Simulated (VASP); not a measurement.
Consider the following.

```
CELL_PARAMETERS angstrom
      2.65230     0.00000     0.00000
     -1.32615     2.29696     0.00000
      0.00000     0.00000     4.32660
ATOMIC_POSITIONS crystal
  Li 0.98886 0.97878 0.50877
  Rh 0.67780 0.35455 0.99123
```

These are LDA (Ceperley-Alder, Perdew-Zunger), VASP's LDA PAW potentials (set 64) (plane waves; VASP) values and carry that method's errors. Settings: 400 eV cut-off, 10×10×5 Γ-centred mesh, Gaussian smearing of 0.10 eV, potentials Li_sv Rh_pv.

At this cut-off the stress carries a Pulay error, which pulls relaxed volumes low. The run has a spin-polarised start.

Question: Give the force on each atom (eV/Å).

Answer: 
| atom | Fx | Fy | Fz |
|---|---|---|---|
| Li1 | 0.002 | 0.084 | -0.316 |
| Rh2 | -0.002 | -0.084 | 0.316 |

Question: Give the stress tensor in GPa (positive for a compressed cell).

Answer: 
```
-11.16   -0.02    0.00
 -0.02   -9.91   -0.22
  0.00   -0.22   -6.37
```
The pressure is its mean diagonal, -9.15 GPa.

The structure comes from a computed database's LiRh entry; how it stands against other phases isn't given here. The cell was not relaxed at this level, atoms are displaced from their ideal sites.
